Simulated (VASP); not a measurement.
Calculation: PBE GGA, VASP's PBE PAW potentials (set 64) (plane waves; VASP).

Input for VASP

KPOINTS:
```
Regular mesh
0
G
10 10 6
0 0 0
```

### POSCAR
```
Ga
1
    2.9357610000     0.0000000000     0.0000000000
   -1.4678800000     2.5424430000     0.0000000000
    0.0000000000     0.0000000000     4.7664830000
Ga
2
Direct
  0.3333330000   0.6666670000   0.2500000000
  0.6666670000   0.3333330000   0.7500000000
```

INCAR:
```
! general
SYSTEM =Ga
PREC   =Accurate
ENCUT  =300
LREAL  =.FALSE.
LASPH  =.TRUE.

! electronic loop
EDIFF  =1E-6
NELM   =100
ALGO   =Normal
LMAXMIX=4

! smearing
ISMEAR =0
SIGMA  =0.2

! functional
GGA    =PE

! ions
ISIF   =2

! output
LWAVE  =.FALSE.
LCHARG =.FALSE.
```

POTCAR, in this order: Ga_d (PBE.64 set). Program: vasp_std.

At this cut-off the stress carries a Pulay error, which pulls relaxed volumes low.

Task: Predict the energy per atom (σ→0), pressure, band gap (on the k-mesh).

Result: 
The energy per atom (σ→0) comes out as -2.876 eV/atom. The band gap (on the k-mesh) comes out as none (metal, semimetal or under 0.01 eV) and the pressure is 4.04 GPa.

### OSZICAR
```
...
DAV:   5    -0.581489658561E+01   -0.10292E-02   -0.10292E-02  2331   0.990E-01    0.122E+00
DAV:   6    -0.576822761111E+01    0.46669E-01   -0.87715E-02  2521   0.525E+00    0.621E-01
DAV:   7    -0.575641894123E+01    0.11809E-01   -0.18224E-02  2733   0.199E+00    0.162E-01
DAV:   8    -0.575512761016E+01    0.12913E-02   -0.16040E-03  2399   0.641E-01    0.101E-02
DAV:   9    -0.575513234664E+01   -0.47365E-05   -0.25577E-05  2656   0.547E-02    0.426E-03
DAV:  10    -0.575513416568E+01   -0.18190E-05   -0.10611E-06  1551   0.156E-02    0.379E-04
DAV:  11    -0.575513404748E+01    0.11820E-06   -0.94895E-08  1239   0.403E-03
   1 F= -.57551340E+01 E0= -.57510315E+01  d E =-.820504E-02
```

The structure was generated: Ga was put into an ordered model structure, which need not be its known phase. The cell was not relaxed at this level, and its volume differs by -5.9 % from the start's.
